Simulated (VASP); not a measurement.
Input for VASP

### POSCAR
```
BaO
1
    3.8059526509    -0.0000000000     0.0000000000
   -1.9029763255     3.2960516267     0.0000000000
    0.0000000000     0.0000000000     6.7209074522
Ba O
2 2
Direct
  0.0000000000   0.0000000000   0.0000000000
  0.0000000000   0.0000000000   0.5000000000
  0.3333330000   0.6666670000   0.2500000000
  0.6666670000   0.3333330000   0.7500000000
```

File KPOINTS:
```
kpoints
0
Gamma
 7 7 4
```

INCAR:
```
NSW = 40   ! most ionic steps
EDIFFG = -0.02   ! ionic stop
LCHARG = .False.
ISIF = 3
ENCUT = 620
NELM = 100   ! most electronic steps
SYSTEM = BaO
ALGO = Normal
EDIFF = 1E-6   ! SCF stop (eV)
LREAL = .False.   ! projection in real space or not
LMAXMIX = 4
IBRION = 2   ! conjugate gradients
ISMEAR = 0
PREC = Accurate
SIGMA = 0.05   ! width (eV)
LWAVE = .False.
GGA = PS   ! PBEsol
LASPH = .True.   ! aspherical one-centre terms
```

POTCAR, in this order: Ba_sv O (PBE.64 set). Program: vasp_std.

Task: Write an equivalent input for Ansatz.

Result: One equivalent input (not run):
Ansatz 0.2 input:
```yaml
crystal:
  lattice:
    - [3.8059527, 0.0000000, 0.0000000]
    - [-1.9029763, 3.2960516, 0.0000000]
    - [0.0000000, 0.0000000, 6.7209075]
  atoms:
    - { symbol: Ba, position: [0.0000000, 0.0000000, 0.0000000] }
    - { symbol: Ba, position: [0.0000000, 0.0000000, 0.5000000] }
    - { symbol: O, position: [0.3333330, 0.6666670, 0.2500000] }
    - { symbol: O, position: [0.6666670, 0.3333330, 0.7500000] }
kpoints:
  mp_grid: { grid: [7, 7, 4] }
hamiltonian:
  xc: pbesol
  pseudopotentials: { kind: paw }
scf:
  occupations: { method: gaussian, width: 0.05 }
  max_iter: 100
relax:
  max_steps: 40
  f_tol: 0.02
  cell: {}
output: { forces: true, stress: true, eigenvalues: true }
```
The two are equivalent in intent, not identical: each code has its own PAW files, so the cut-off isn't converted (ENCUT is set for VASP's; basis.ecutwfc is left out, and Ansatz then takes the one that its files recommend); Ansatz stops its SCF on the density residual and VASP on the energy change (EDIFF).

The structure was generated: BaO was put into the NiAs type type (P6_3/mmc), which need not be its known phase. It was relaxed first, which changed the volume by -22 %.
